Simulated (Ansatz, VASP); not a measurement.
# TiNi2 (TiNi2 in the AlB2 type): VASP beside Ansatz, part 2 of 2

Aim: how closely do two programs agree when they are given the same cell, functional and k mesh? The cell is generated by rule, not measured, and may not be a known phase. The cell is taken from a series of runs on this material, whose earlier steps may have relaxed, scaled, displaced or heated it; both programs get it as it stands.

VASP 6.6.1 and Ansatz 0.2.0.

So far: Starting point; Ansatz: relaxation of cell and atoms, PBEsol, pair 1; VASP: relaxation of cell and atoms, PBEsol, pair 1.

The structure was built from a prototype and need not be the compound's stable phase.

## Step 4: Comparison

Known differences besides the potentials themselves: the data sets hold 48 valence electrons in Ansatz (on its PAW soft_1 files) and 32 in VASP; the cutoff is 420 eV in Ansatz and 600 eV in VASP; Ansatz makes its cores anew for this functional, VASP keeps those of its PBE data sets; Ansatz adds a Pulay correction to the stress that steers its cell, VASP none. Total energies have different zeros and are not compared.

Compared:

```
                                         quantity  Ansatz   VASP  difference
                                      volume (Å³)   36.34  36.30     +0.09 %
edge a after relaxation, in the typed setting (Å)   4.060  4.059     +0.02 %
edge c after relaxation, in the typed setting (Å)   2.546  2.545     +0.05 %
```

## Step 5: VASP: relaxation of cell and atoms, PBEsol, pair 2

The relaxed volume is the usual yardstick between codes: in a stiff, nearly cubic crystal its relative difference is about their pressure difference at one cell divided by the bulk modulus.

File INCAR:

```
SYSTEM = TiNi2
PREC = Accurate
ENCUT = 600
EDIFF = 1E-07
NELM = 120
ISMEAR = 0
SIGMA = 0.1
LREAL = .FALSE.
ALGO = Normal
GGA = PS
NBANDS = 22
LASPH = .TRUE.
LORBIT = 11
LWAVE = .FALSE.
LCHARG = .FALSE.
ISIF = 3
IBRION = 2
NSW = 80
EDIFFG = -0.005
GGA_COMPAT = .FALSE.
NELMIN = 4
KPAR = 2
```

File POSCAR:

```
TiNi2
1.0
    4.0785630000     -0.0000030000      0.0000000000
   -2.0392790000      3.5321410000      0.0000000000
    0.0000000000      0.0000000000      2.5096730000
Ti Ni
1 2
Direct
    0.0000000000      0.0000000000      0.0000000000
    0.3333333207      0.6666664779      0.4999998008
    0.6666665378      0.3333332390      0.4999998008
```

File KPOINTS:

```
Automatic mesh
0
Gamma
9 9 12
0 0 0
```

PAW data sets: Ti_sv and Ni (PBE family, release 64).

Started as:

```bash
$ mpirun -np 2 vasp_std
```

Numbers of over 12 decimals in the logs are rounded to 6 here.

What it wrote:

```text
[banner, memory and clock lines left out]
running    2 mpi-ranks, on    1 nodes
[...]
[... a notice as in an earlier step ...]

 LDA part: xc-table for (Slater+PW92), standard interpolation
 POSCAR, INCAR and KPOINTS ok, starting setup
[...]
entering main loop
       N       E                     dE             d eps       ncg     rms          rms(c)
DAV:   1     0.253844358778E+03    0.25384E+03   -0.16698E+04  3696   0.222E+03
DAV:   2    -0.771494474460E+01   -0.26156E+03   -0.25213E+03  3762   0.434E+02
DAV:   3    -0.245993168313E+02   -0.16884E+02   -0.16098E+02  5228   0.126E+02
DAV:   4    -0.251570991726E+02   -0.55778E+00   -0.55283E+00  4586   0.196E+01
[...]
DAV:  15    -0.213633205008E+02    0.11360E-05   -0.25865E-06  4114   0.172E-02    0.157E-02
DAV:  16    -0.213633187285E+02    0.17722E-05   -0.29699E-06  5588   0.241E-02    0.115E-03
DAV:  17    -0.213633188039E+02   -0.75388E-07   -0.25757E-07  3316   0.556E-03
   1 F= -.21363319E+02 E0= -.21352812E+02  d E =-.213633E+02
[... from here on, the cycles between the ionic steps are left out ...]
   2 F= -.21367449E+02 E0= -.21357093E+02  d E =-.412993E-02
   5 F= -.21368237E+02 E0= -.21357841E+02  d E =-.491776E-02
   6 F= -.21368258E+02 E0= -.21357851E+02  d E =-.493952E-02
   7 F= -.21368263E+02 E0= -.21357866E+02  d E =-.463166E-05
   8 F= -.21368316E+02 E0= -.21357915E+02  d E =-.576465E-04
   9 F= -.21368314E+02 E0= -.21357916E+02  d E =-.560785E-04
  10 F= -.21368296E+02 E0= -.21357891E+02  d E =-.379824E-04
  11 F= -.21368310E+02 E0= -.21357905E+02  d E =-.515036E-04
  12 F= -.21368313E+02 E0= -.21357907E+02  d E =-.542759E-04
  13 F= -.21368314E+02 E0= -.21357909E+02  d E =-.554175E-04
  14 F= -.21368315E+02 E0= -.21357914E+02  d E =-.169789E-05
 trial-energy change:   -0.000002  1 .order   -0.000005   -0.000010    0.000001
 step:   0.5258(harm=  0.8987)  dis= 0.00000  next Energy=   -21.368316 (dE=-0.228E-05)
 reached required accuracy - stopping structural energy minimisation
```

OUTCAR, selected parts (step 5):

```text
  Total        0.0007056      0.0007056      0.0107440     -0.0000000      0.0000000      0.0000000
  in kB        0.0311298      0.0311298      0.4740264     -0.0000000      0.0000000      0.0000000
  external PRESSURE =       0.1787620 kB  Pullay stress =       0.0000000 kB

 POSITION                                       TOTAL-FORCE (eV/Angst)
 -----------------------------------------------------------------------------------
     -2.02869      3.51381     -0.00000         0.000000     -0.000000      0.000000
      0.00000      2.34254      1.27356        -0.000000      0.000000      0.000000
      2.02870      1.17127      1.27356        -0.000000     -0.000000      0.000000
 -----------------------------------------------------------------------------------
    total drift:                                0.000000     -0.000012      0.000048

  FREE ENERGIE OF THE ION-ELECTRON SYSTEM (eV)
  ---------------------------------------------------
  free  energy   TOTEN  =       -21.3683154358 eV

  energy  without entropy=      -21.3475126183  energy(sigma->0) =      -21.35791403

[... 2 parts as in an earlier step ...]

[... 2 further parts left out ...]
[key lines of the parts left out:]
E-fermi :   9.4937
```

## Step 6: Ansatz: relaxation of cell and atoms, PBEsol, pair 2

The same cell, functional, mesh and smearing now go to Ansatz, which takes its cutoff from its data sets.

The cell is taken from a series of runs on this material, whose earlier steps may have relaxed, scaled, displaced or heated it; both programs get it as it stands.

File input.yaml:

```yaml
crystal:
  lattice:
    - [4.0785629949, -3.3505e-06, 0.0]
    - [-2.0392785959, 3.5321408397, 0.0]
    - [0.0, 0.0, 2.5096725556]
  atoms:
    - { symbol: Ti, position: [0.0, 0.0, 0.0] }
    - { symbol: Ni, position: [0.3333333333, 0.6666666667, 0.5] }
    - { symbol: Ni, position: [0.6666666667, 0.3333333333, 0.5] }
kpoints:
  mp_grid: { grid: [9, 9, 12] }
hamiltonian:
  xc: pbesol
  pseudopotentials: { kind: paw, azcp: { folder: soft_1 }, xc_functional: pbe }
scf:
  occupations: { method: gaussian, width: 0.1 }
output:
  forces: true
  stress: true
  eigenvalues: true
relax:
  adjacent_minimum: "off"
  f_tol: 0.005
  max_steps: 80
  cell: { stress_tol: 0.05 }
```

Started as:

```bash
$ ansatz run input.yaml --threads 4 --pin off --max-ram 12288MiB --backend cpu --events-out ev --progress --plain --runs-dir out
```

What it wrote:

```text
[...]
Crystal: 3 atoms, lattice volume = 36.154 Å³
Basis set: ecut = 420 eV, 693 PW (Γ), exchange–correlation on 60×60×36 points (8 copies of the dense FFT grid, shifted against one another)
Bands: 29, of which v1, the nominal top of the filled ones, is band 24 counted from 1 (23 counted from 0)
Symmetry: 24 space group operations
[...]
k-points: 84 of 972
[...]
--- Relaxed structure (5 steps of the walk, 5 accepted, 1 SCFs on fresh bases) ---
[...]
cell:  # Å, volume = 36.3533 Å³
    - [4.058484, -3.3339661126407907e-6, 0.0]
    - [-2.029239, 3.514752, 0.0]
    - [0.0, 0.0, 2.548502]
  atoms:
    - { symbol: Ti, position: [0, 0, 0.0] }
    - { symbol: Ni, position: [0.333333, 0.666667, 0.5] }
    - { symbol: Ni, position: [0.666667, 0.333333, 0.5] }
[key lines of the parts left out:]
SCF converged after 8 iterations
Free energy (F): -14084.617153 eV
Fermi energy:    16.954238 eV
P = ⅓ Tr σ = 0.0001 GPa (0.001 kbar)
```

## Step 7: Comparison

What differs besides the data sets and the points named for the pairs above, as far as they apply: the data sets hold 48 valence electrons in Ansatz (on its PAW soft_1 files) and 32 in VASP. Total energies have different zeros and are not compared.

Both answers:

```
                                         quantity  Ansatz   VASP  difference
                                      volume (Å³)   36.35  36.31     +0.11 %
edge a after relaxation, in the typed setting (Å)   4.059  4.057     +0.03 %
edge c after relaxation, in the typed setting (Å)   2.549  2.547     +0.05 %
```

## Step 8: What came out

```json
{
  "difference in volume (relaxation of cell and atoms, PBEsol, pair 1)": "0.088 %",
  "difference in volume (relaxation of cell and atoms, PBEsol, pair 2)": "0.11 %"
}
```

What this shows: The difference in volume is 0.11 % (relaxation of cell and atoms, PBEsol, pair 2), within the 1.2 % picked in this series as the mark of a large difference, as far as the stopping tolerances let one tell. The data sets hold unlike numbers of valence electrons (48 in Ansatz and 32 in VASP), so part of the differences comes from the potentials. Such differences can come from data sets, numerical settings and the points named under the comparisons, not from the functional's error against experiment.

[Lines on the potential files, build, host, timing and source positions are cut from VASP's logs without a mark.]

[Logs are printed without paths, hosts, clocks, repeated set-up lines and the standing remarks that a program may print on its own settings, such as how far it seeks lower states.]

[Hosts, paths, dates, database ids (printed as entryN), source tags and the programs' standing remarks are cut or masked in the printed files.]
